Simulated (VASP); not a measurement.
Write the native input for VASP 6.6.1 that does the following.

```yaml
Task: relaxation of cell and atoms
Functional: PBE
Potentials_or_basis: VASP PAW PBE potentials, release 64 (Zr_sv, Hf_pv, Se)
Cutoff: 520 eV
k_mesh: 3 × 3 × 3
Occupations: gaussian, width 0.15 eV
Spin: no spin polarisation
Further_INCAR_settings: PREC = Normal; LREAL = Auto; ALGO = Fast; EDIFF = 0.0001; IBRION = 2; EDIFFG = -0.08; NSW = 24; ISIF = 3
```

The structure of HfZrSe3 lies in POSCAR:

```
HfZrSe3
1.0
    3.2500000000      1.8763883700      6.3000000000
   -3.2500000000      1.8763883700      6.3000000000
    0.0000000000     -3.7527767500      6.3000000000
Zr Hf Se
2 2 6
Direct
    0.0000000000      0.0000000000      0.0000000000
    0.5000000000      0.5000000000      0.5000000000
    0.3330000000      0.3330000000      0.3330000000
    0.6670000000      0.6670000000      0.6670000000
    0.2500000000      0.5840000000      0.9170000000
    0.9170000000      0.2500000000      0.5840000000
    0.5840000000      0.9170000000      0.2500000000
    0.7500000000      0.4160000000      0.0830000000
    0.0830000000      0.7500000000      0.4160000000
    0.4160000000      0.0830000000      0.7500000000
```

The cell was built by a generator and needn't be a form met in nature.

These files were run (other wordings do the same):

INCAR

```
SYSTEM = HfZrSe3
ALGO     = Fast           ! electronic algorithm
EDIFF    = 1E-4           ! SCF threshold, eV
EDIFFG   = -0.08          ! ionic threshold
ENCUT    = 520            ! plane-wave cutoff, eV
GGA      = PE             ! functional
IBRION   = 2              ! ionic algorithm
ISIF     = 3              ! what is computed and relaxed
ISMEAR   = 0              ! smearing method
KPAR     = 2            
LASPH    = .True.         ! aspherical terms in the spheres
LCHARG   = .False.        ! write CHGCAR
LREAL    = Auto         
LWAVE    = .False.        ! write WAVECAR
NELM     = 60             ! most SCF steps
NSW      = 24             ! ionic steps
PREC     = Normal         ! precision mode
SIGMA    = 0.15           ! smearing width, eV
```

KPOINTS

```
k-points
0
Gamma
  3 3 3
  0 0 0
```

Potentials or basis: VASP PAW PBE potentials, release 64 (Zr_sv, Hf_pv, Se).

Run with:

```console
$ cat potpaw_PBE.64/Zr_sv/POTCAR potpaw_PBE.64/Hf_pv/POTCAR potpaw_PBE.64/Se/POTCAR > POTCAR
$ mpirun -np 2 vasp_std > vasp.out
```

It gave:

```json
{
 "Relaxed volume": "23.55 Å³/atom",
 "Relaxed cell": "a = 7.494 Å, b = 7.494 Å, c = 7.494 Å, α = 51.14°, β = 51.14°, γ = 51.14°",
 "Space group after relaxing (to 0.05 Å)": "R-3 (No. 148)",
 "Energy gained by relaxing": "21.8 meV/atom",
 "Ionic steps": "8",
 "Pressure after relaxing": "0.1 GPa",
 "Largest force after relaxing": "0.055 eV/Å",
 "Band gap on the k mesh": "none (metal or under the smearing width)"
}
```

Caveat: the k mesh is coarse (spacing up to 0.39 Å⁻¹), so the values aren't converged; the relaxation stopped at a loose force limit of 0.08 eV/Å, so its end isn't a converged minimum.

Wall time 2.1 min on 2 MPI ranks on Intel(R) Xeon(R) Platinum 8488C (Sapphire Rapids), with other jobs on the host, peak memory 0.29 GiB a rank.
